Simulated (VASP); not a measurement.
Consider the following.

```xyz
4
Lattice="3.4749 0.0000 0.0000 -1.7374 3.0093 0.0000 0.0000 0.0000 5.6618" Properties=species:S:1:pos:R:3 pbc="T T T"
Hf     0.0000     2.0062     0.0001
Hf     1.7374     1.0031     2.8310
N      0.0000     2.0062     2.1230
N      1.7374     1.0031     4.9539
```

Method: PBE GGA, VASP's PBE PAW potentials (set 64) (plane waves; VASP 6.6.1). Numerical set-up: 520 eV cut-off, Gaussian smearing of 0.050 eV, potentials Hf_pv N.

Unless said otherwise, spin-orbit coupling is left out, though it shifts the bands of the heavy elements here.

**Question.** Estimate the band gap (along the path) with the smallest direct gap where there is one.

**Answer.** 
```
Quantity                                                      Value
-------------------------  ----------------------------------------
band gap (along the path)  none (metal, semimetal or under 0.01 eV)
```

Only differences to runs with the same potentials and settings are physical.

The structure was generated: HfN was put into the wurtzite type (P6_3mc), which need not be its known phase. It was relaxed first, which changed the volume by -35 %.
